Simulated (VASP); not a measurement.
GaAs (zinc blende): the cohesive energy from VASP (plane waves, PAW) at several levels of theory. Atoms are spin-polarised in a large box without symmetry, with the spin fixed by Hund's rule, and may not be in the lowest state of each functional; no zero-point energy is added.

```json
[
 {"level": "LDA", "cohesive energy (eV/atom)": "4.09", "error against measurement": "+22.4 %"},
 {"level": "PBE", "cohesive energy (eV/atom)": "3.14", "error against measurement": "-5.9 %"},
 {"level": "RPBE", "cohesive energy (eV/atom)": "2.75", "error against measurement": "-17.7 %"},
 {"level": "PBE-D3(BJ)", "cohesive energy (eV/atom)": "3.45", "error against measurement": "+3.4 %"},
 {"level": "r2SCAN", "cohesive energy (eV/atom)": "3.30", "error against measurement": "-1.1 %"}
]
```

Measured: 3.34 eV/atom at 0 K (as given by Daniel Mejia-Rodriguez et al., Physical Review B (2018), arXiv:1807.09216; static lattice: zero-point vibration energy added).

The cell of the LDA run:

```
CELL_PARAMETERS angstrom
      0.00000     2.80535     2.80535
      2.80535     0.00000     2.80535
      2.80535     2.80535     0.00000
ATOMIC_POSITIONS crystal
  Ga 0.00000 0.00000 0.00000
  As 0.25000 0.25000 0.25000
```

Only levels that ran to the end are used. Left out are those held back, those with too coarse a band path, GW runs whose mesh misses a band edge, hybrids' fits of cells that aren't cubic and levels without matching references; a question may draw on a part of the rest.
